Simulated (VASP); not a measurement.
An input for Quantum ESPRESSO's pw.x (written as the equivalent of a VASP run, and not itself run):

```
&CONTROL
  calculation = 'scf'
  pseudo_dir = './pseudo'
  outdir = './out'
  tprnfor = .true.
  tstress = .true.
/
&SYSTEM
  ibrav = 0
  nat = 2
  ntyp = 2
  ecutwfc = 110
  occupations = 'tetrahedra'
  input_dft = 'pbe'
/
&ELECTRONS
  conv_thr = 7.3e-09
  electron_maxstep = 100
/
ATOMIC_SPECIES
  La 138.905 La.upf
  B 10.810 B.upf
CELL_PARAMETERS angstrom
    -0.0000000    2.8347225    2.8347225
     2.8347225   -0.0000000    2.8347225
     2.8347225    2.8347225   -0.0000000
ATOMIC_POSITIONS crystal
  La   0.0000000  1.0000000  0.0000000
  B    0.5000000  0.5000000  0.5000000
K_POINTS automatic
  12 12 12 0 0 0
```

**Question.** Translate this input to VASP (INCAR, KPOINTS, POSCAR, choice of POTCAR).

**Answer.** Several could match; the one computed here: 
File KPOINTS:
```
Automatic mesh
0
Gamma
12 12 12
0 0 0
```

### INCAR
```
ALGO = Normal
EDIFF = 1E-7
ENCUT = 520
GGA = PE
ISIF = 2
ISMEAR = -5
LASPH = T
LCHARG = T
LMAXMIX = 6
LORBIT = 11
LREAL = F
LWAVE = F
NEDOS = 601
NELM = 100
PREC = Accurate
SYSTEM = LaB
```

File POSCAR:
```
LaB
1
   -0.0000000000     2.8347225060     2.8347225060
    2.8347225060    -0.0000000000     2.8347225060
    2.8347225060     2.8347225060    -0.0000000000
La B
1 1
Direct
  0.0000000000   1.0000000000   0.0000000000
  0.5000000000   0.5000000000   0.5000000000
```

POTCAR, in this order: La B (PBE.64 set). Program: vasp_std.

The two are equivalent in intent, not identical: the potentials are each code's own (VASP's PAW set, PseudoDojo norm-conserving files in pw.x), so ENCUT and ecutwfc are chosen apart and not converted; conv_thr bounds pw.x's estimated SCF error, while EDIFF bounds the energy change between steps.

The structure was generated: LaB was put into the rock salt type (Fm-3m), which need not be its known phase. It was relaxed first, which changed the volume by -27 %.
